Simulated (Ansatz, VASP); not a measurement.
# Cross-check of AlSi2 between VASP and Ansatz, part 2 of 2

One calculation is typed for both programs; each brings its own data sets and cutoff. How far apart do they land? The cell is invented: As first built, before any earlier steps moved the atoms (in the runner's words): it takes the YSi2 structure with some of its atoms replaced by other elements, volume scaled by an estimate. It may not be a known or stable phase. The cell is taken from a series of VASP runs on this material, whose earlier steps may have relaxed, scaled or displaced it; both programs get it as it stands.

VASP 6.6.1 and Ansatz 0.2.0.

So far. Step 2 (VASP: band structure, LDA): The PAW data sets were made with PBE, though LDA sets exist; this is a small mismatch. At this level the cell is under a tension of 2.9 GPa, so at these settings it is away from equilibrium.

## 6. VASP: band structure, r2SCAN

Level of this step: r2SCAN; plane waves and PAW (Si, Al); invented cell (VASP).

The same cell, functional, mesh and smearing now go to VASP, with its own data sets and cutoff.

Input file INCAR:

```
SYSTEM = AlSi2
PREC = Accurate
ENCUT = 400
EDIFF = 1E-06
NELM = 100
ISMEAR = 0
SIGMA = 0.02
LREAL = .FALSE.
ALGO = Normal
METAGGA = R2SCAN
LASPH = .TRUE.
LORBIT = 11
LWAVE = .FALSE.
LCHARG = .FALSE.
KPAR = 4
```

Input file POSCAR:

```
AlSi2
1.0
    4.3619069757      0.0000001122      0.0000000000
   -2.1809527996      3.7775213910      0.0000000000
    0.0000000000      0.0000000000      2.7716066753
Si Al
2 1
Direct
    0.3333333300      0.6666666700      0.5000000000
    0.6666666700      0.3333333300      0.5000000000
    0.0000000000      0.0000000000      0.0000000000
```

Input file KPOINTS:

```
Automatic mesh
0
Gamma
4 4 5
0 0 0
```

Input file KPOINTS_OPT:

```
Line mode
16
Line-mode
Reciprocal
  0.00000000   0.00000000   0.00000000 GAMMA
  0.50000000   0.00000000   0.00000000 M

  0.50000000   0.00000000   0.00000000 M
  0.33333333   0.33333333   0.00000000 K

  0.33333333   0.33333333   0.00000000 K
  0.00000000   0.00000000   0.00000000 GAMMA

  0.00000000   0.00000000   0.00000000 GAMMA
  0.00000000   0.00000000   0.50000000 A

  0.00000000   0.00000000   0.50000000 A
  0.50000000   0.00000000   0.50000000 L

  0.50000000   0.00000000   0.50000000 L
  0.33333333   0.33333333   0.50000000 H

  0.33333333   0.33333333   0.50000000 H
  0.00000000   0.00000000   0.50000000 A

  0.50000000   0.00000000   0.50000000 L
  0.50000000   0.00000000   0.00000000 M

  0.33333333   0.33333333   0.00000000 K
  0.33333333   0.33333333   0.50000000 H
```

PAW data sets: Si and Al (PBE family, release 64).

Started as:

```bash
$ mpirun -np 4 vasp_std
```

Numbers of over 12 decimals in the logs are rounded to 6 here.

The program printed:

```text
[banner, memory and clock lines left out]
running    4 mpi-ranks, on    1 nodes
[...]
[... a notice as in an earlier step ...]

 LDA part: xc-table for (None), standard interpolation
 POSCAR, INCAR and KPOINTS ok, starting setup
[...]
entering main loop
       N       E                     dE             d eps       ncg     rms          rms(c)
DAV:   1    -0.716043968660E+00   -0.71604E+00   -0.34011E+03   216   0.752E+02
DAV:   2    -0.233677861947E+02   -0.22652E+02   -0.21475E+02   317   0.102E+02
DAV:   3    -0.242869534148E+02   -0.91917E+00   -0.90175E+00   280   0.192E+01
DAV:   4    -0.242941645392E+02   -0.72111E-02   -0.72067E-02   260   0.191E+00
[...]
DAV:  10    -0.229048851654E+02   -0.10869E-04   -0.26732E-05   249   0.394E-02    0.146E-02
DAV:  11    -0.229048893103E+02   -0.41449E-05   -0.90434E-06   237   0.255E-02    0.655E-03
DAV:  12    -0.229048902843E+02   -0.97402E-06   -0.76730E-07   129   0.827E-03
   1 F= -.22904890E+02 E0= -.22904565E+02  d E =-.650567E-03
 Start KPOINTS_OPT (optional k-point list driver)
k-point batch [1-12\144]
       N       E                     dE             ncg
DAV:   1     0.651940749966E+03   -0.13390E+03      216
DAV:   2     0.401358946825E+03   -0.25058E+03      296
DAV:   3     0.395716256406E+03   -0.56427E+01      279
DAV:   4     0.395682458687E+03   -0.33798E-01      256
DAV:   5     0.395682213126E+03   -0.24556E-03      253
DAV:   6     0.395682210013E+03   -0.31138E-05      272
DAV:   7     0.395682209947E+03   -0.65120E-07      251
[...]
k-point batch [133-144\144]
       N       E                     dE             ncg
DAV:   1     0.692455742851E+03   -0.33715E+04      216
DAV:   2     0.458214323846E+03   -0.23424E+03      332
DAV:   3     0.451670249029E+03   -0.65441E+01      258
DAV:   4     0.451628262418E+03   -0.41987E-01      239
DAV:   5     0.451627915545E+03   -0.34687E-03      240
DAV:   6     0.451627910334E+03   -0.52106E-05      235
DAV:   7     0.451627910238E+03   -0.96070E-07      221
```

OUTCAR, selected parts (step 6):

```text
  Total        0.1316037      0.1316036     -3.1600326      0.0000000      0.0000000      0.0000000
  in kB        4.6170407      4.6170387   -110.8631498      0.0000010      0.0000000      0.0000000
  external PRESSURE =     -33.8763568 kB  Pullay stress =       0.0000000 kB

 POSITION                                       TOTAL-FORCE (eV/Angst)
 -----------------------------------------------------------------------------------
      0.00000      2.51835      1.38580        -0.000000      0.000000     -0.000000
      2.18095      1.25917      1.38580         0.000000     -0.000000      0.000000
      0.00000      0.00000      0.00000        -0.000000      0.000000     -0.000000
 -----------------------------------------------------------------------------------
    total drift:                                0.000000     -0.000000      0.000000

  FREE ENERGIE OF THE ION-ELECTRON SYSTEM (eV)
  ---------------------------------------------------
  free  energy   TOTEN  =       -22.9048902843 eV

  energy  without entropy=      -22.9042397177  energy(sigma->0) =      -22.90456500

[... 2 parts as in an earlier step ...]

[... 1 further part left out ...]
[key lines of the parts left out:]
E-fermi :   9.5218
```

At this level the cell is under a tension of 3.4 GPa, so at these settings it is away from equilibrium.

## 7. Differences

What differs besides the data sets and the points named for the pairs above, as far as they apply: VASP keeps PBE cores, Ansatz makes them for the functional; the cutoff is 500 eV in Ansatz and 400 eV in VASP. Total energies have different zeros and are not compared.

Both answers:

```
      quantity  Ansatz   VASP  difference
pressure (GPa)   -3.21  -3.39       +0.17
```

Levels from 3 eV below to 2 eV above the Fermi level differ by 1 meV r.m.s. and 3 meV at most; each VASP level is matched to the nearest of Ansatz, which flatters the figure a little.

## 8. VASP: band structure, BLYP

With cell and atoms fixed, the geometry can't cause a difference; cores, projectors, grids and the points listed under the comparison can.

INCAR, as its differences from that of step 6:

```diff
@@ -9,4 +9,7 @@
 ALGO = Normal
-METAGGA = R2SCAN
-LASPH = .TRUE.
+GGA = B5
+ALDAX = 1
+AGGAX = 1
+AGGAC = 1
+ALDAC = 0
 LORBIT = 11
```

POSCAR is that of step 6.

KPOINTS is that of step 6.

KPOINTS_OPT is that of step 6.

Started as:

```bash
$ mpirun -np 4 vasp_std
```

The program printed:

```text
[banner, memory and clock lines left out]
running    4 mpi-ranks, on    1 nodes
[...]
[... a notice as in an earlier step ...]

 LDA part: xc-table for (Slater(with rela. corr.)+VWN5), standard interpolation
 POSCAR, INCAR and KPOINTS ok, starting setup
[...]
entering main loop
       N       E                     dE             d eps       ncg     rms          rms(c)
DAV:   1     0.126614008322E+02    0.12661E+02   -0.32611E+03   216   0.724E+02
DAV:   2    -0.946815875197E+01   -0.22130E+02   -0.21014E+02   317   0.983E+01
DAV:   3    -0.103884708639E+02   -0.92031E+00   -0.91128E+00   289   0.191E+01
DAV:   4    -0.103967232057E+02   -0.82523E-02   -0.81608E-02   276   0.198E+00
[...]
DAV:   9    -0.103425810266E+02   -0.61878E-04   -0.21509E-04   251   0.124E-01    0.365E-02
DAV:  10    -0.103425902316E+02   -0.92050E-05   -0.18857E-05   296   0.359E-02    0.604E-03
DAV:  11    -0.103425908360E+02   -0.60445E-06   -0.23342E-06   156   0.122E-02
   1 F= -.10342591E+02 E0= -.10342266E+02  d E =-.650454E-03
 Start KPOINTS_OPT (optional k-point list driver)
k-point batch [1-12\144]
       N       E                     dE             ncg
DAV:   1     0.743635759921E+03   -0.42206E+02      216
DAV:   2     0.506297321051E+03   -0.23734E+03      296
DAV:   3     0.500356187860E+03   -0.59411E+01      287
DAV:   4     0.500323917576E+03   -0.32270E-01      248
DAV:   5     0.500323687970E+03   -0.22961E-03      261
DAV:   6     0.500323685723E+03   -0.22468E-05      279
DAV:   7     0.500323685695E+03   -0.27809E-07      253
[...]
k-point batch [133-144\144]
       N       E                     dE             ncg
DAV:   1     0.784875659085E+03   -0.32790E+04      216
DAV:   2     0.561166515690E+03   -0.22371E+03      332
DAV:   3     0.555157543384E+03   -0.60090E+01      258
DAV:   4     0.555113451139E+03   -0.44092E-01      247
DAV:   5     0.555113105959E+03   -0.34518E-03      240
DAV:   6     0.555113100684E+03   -0.52745E-05      246
DAV:   7     0.555113100598E+03   -0.86468E-07      238
```

Parts of OUTCAR (step 8):

```text
  Total        3.0787594      3.0787581     -0.4869683      0.0000006     -0.0000000      0.0000000
  in kB      108.0118495    108.0118035    -17.0842655      0.0000225     -0.0000000      0.0000000
  external PRESSURE =      66.3131292 kB  Pullay stress =       0.0000000 kB

 POSITION                                       TOTAL-FORCE (eV/Angst)
 -----------------------------------------------------------------------------------
      0.00000      2.51835      1.38580        -0.000000      0.000000     -0.000000
      2.18095      1.25917      1.38580         0.000000     -0.000000      0.000000
      0.00000      0.00000      0.00000         0.000000      0.000000      0.000000
 -----------------------------------------------------------------------------------
    total drift:                                0.000000     -0.000000      0.000000

  FREE ENERGIE OF THE ION-ELECTRON SYSTEM (eV)
  ---------------------------------------------------
  free  energy   TOTEN  =       -10.3425908360 eV

  energy  without entropy=      -10.3419403819  energy(sigma->0) =      -10.34226561

[... 2 parts as in an earlier step ...]

[... 1 further part left out ...]
[key lines of the parts left out:]
E-fermi :   9.8502
```

At this level the cell is under a pressure of 6.6 GPa, so at these settings it is away from equilibrium.

## 9. Ansatz: band structure, BLYP

The same cell, functional (in two slightly different forms), mesh and smearing now go to Ansatz, which takes its cutoff from its data sets.

The cell is taken from a series of VASP runs on this material, whose earlier steps may have relaxed, scaled or displaced it; both programs get it as it stands.

Input file input.yaml:

```yaml
crystal:
  lattice:
    - [4.3619069757, 1.122e-07, 0.0]
    - [-2.1809527996, 3.777521391, 0.0]
    - [0.0, 0.0, 2.7716066753]
  atoms:
    - { symbol: Si, position: [0.33333333, 0.66666667, 0.5] }
    - { symbol: Si, position: [0.66666667, 0.33333333, 0.5] }
    - { symbol: Al, position: [0.0, 0.0, 0.0] }
hamiltonian:
  xc: blyp
  pseudopotentials: { kind: paw }
kpoints:
  mp_grid: { grid: [4, 4, 5] }
  band_path:
    path:
      - [0.0, 0.0, 0.0]
      - [0.13333, 0.0, 0.0]
      - [0.3, 0.0, 0.0]
      - [0.46667, 0.0, 0.0]
      - [0.46667, 0.06667, 0.0]
      - [0.41111, 0.17778, 0.0]
      - [0.35556, 0.28889, 0.0]
      - [0.28889, 0.28889, 0.0]
      - [0.17778, 0.17778, 0.0]
      - [0.06667, 0.06667, 0.0]
      - [0.0, 0.0, 0.03333]
      - [0.0, 0.0, 0.2]
      - [0.0, 0.0, 0.36667]
      - [0.0, 0.0, 0.5]
      - [0.16667, 0.0, 0.5]
      - [0.3, 0.0, 0.5]
      - [0.46667, 0.0, 0.5]
      - [0.46667, 0.06667, 0.5]
      - [0.41111, 0.17778, 0.5]
      - [0.35556, 0.28889, 0.5]
      - [0.28889, 0.28889, 0.5]
      - [0.17778, 0.17778, 0.5]
      - [0.06667, 0.06667, 0.5]
      - [0.5, 0.0, 0.46667]
      - [0.5, 0.0, 0.3]
      - [0.5, 0.0, 0.13333]
      - [0.33333, 0.33333, 0.0]
      - [0.33333, 0.33333, 0.16667]
      - [0.33333, 0.33333, 0.33333]
      - [0.33333, 0.33333, 0.5]
    npoints: 1
scf:
  occupations: { method: gaussian, width: 0.02 }
  n_extra_bands: 7
output:
  forces: true
  stress: true
  eigenvalues: true
```

Started as:

```bash
$ ansatz run input.yaml --threads 2 --pin off --max-ram 4608MiB --backend cpu --events-out ev --progress --plain --runs-dir out
```

The program printed:

```text
[...]
Crystal: 3 atoms, lattice volume = 45.668 Å³
Basis set: ecut = 420 eV, 915 PW (Γ), exchange–correlation on 60×60×40 points (8 copies of the dense FFT grid, shifted against one another)
Bands: 13, of which v1, the nominal top of the filled ones, is band 6 counted from 1 (5 counted from 0)
Symmetry: 24 space group operations
[...]
k-point 0: bands = [... 2 lower, 6.1359, 6.1359, 7.3956, 7.3956, 8.1720, 13.9599, 16.0553, 20.1148, ... 3 higher]
  k-point 1: bands = [... 2 lower, 6.7629, 6.7629, 8.0905, 8.0905, 8.6584, 8.9030, 16.4970, 18.4640, ... 3 higher]
  k-point 2: bands = [... 2 lower, 8.3363, 8.3363, 8.5814, 10.0904, 10.0904, 10.9075, 12.0468, 14.0769, ... 3 higher]
  k-point 11: bands = [... 2 lower, 4.6327, 5.5529, 7.5269, 8.9372, 11.0613, 11.4664, 15.0579, 15.2528, ... 3 higher]
[key lines of the parts left out:]
SCF converged after 6 iterations
Free energy (F): -1817.609064 eV
Fermi energy:    10.163624 eV
P = ⅓ Tr σ = 6.3208 GPa (63.208 kbar)
```

Wall time 1.2 s (2 threads of AMD EPYC 7R43, shared host); peak memory 0.31 GiB.

## 10. Differences

What differs besides the data sets and the points named for the pairs above, as far as they apply: VASP leaves aspherical gradient terms in its spheres out (LASPH is not set), Ansatz keeps them. Total energies have different zeros and are not compared.

The two programs side by side:

```
                                        quantity  Ansatz  VASP  difference
                                  pressure (GPa)    6.32  6.63       -0.31
pressure without Ansatz's Pulay correction (GPa)    6.27  6.63       -0.36
```

Levels from 3 eV below to 2 eV above the Fermi level differ by 5 meV r.m.s. and 13 meV at most; each VASP level is matched to the nearest of Ansatz, which flatters the figure a little. Ansatz's pressure holds a Pulay correction of 0.05 GPa; VASP's holds none.

## 11. What came out

```yaml
r_m_s_difference_of_levels_near_the_fermi_level_band_structure_lda: 9.6 meV
difference_in_pressure_band_structure_lda: -0.69 GPa
r_m_s_difference_of_levels_near_the_fermi_level_band_structure_r2scan: 1.4 meV
r_m_s_difference_of_levels_near_the_fermi_level_band_structure_blyp: 4.9 meV
```

In words: The difference in pressure is -0.69 GPa (band structure, LDA), within the 1 GPa picked in this series as the mark of a large difference. 2 further runs of this series are not shown here. Such differences can come from data sets, numerical settings and the points named under the comparisons, not from the functional's error against experiment.

[Lines on the potential files, build, host, timing and source positions are cut from VASP's logs without a mark.]

[Logs are printed without paths, hosts, clocks, repeated set-up lines and the standing remarks that a program may print on its own settings, such as how far it seeks lower states.]

[Hosts, paths, dates, database ids (printed as entryN), source tags and the programs' standing remarks are cut or masked in the printed files.]

[VASP's PBE data sets in a run with another functional are called a small mismatch above; for pressures it isn't always small: they can move by 1 GPa and more.]
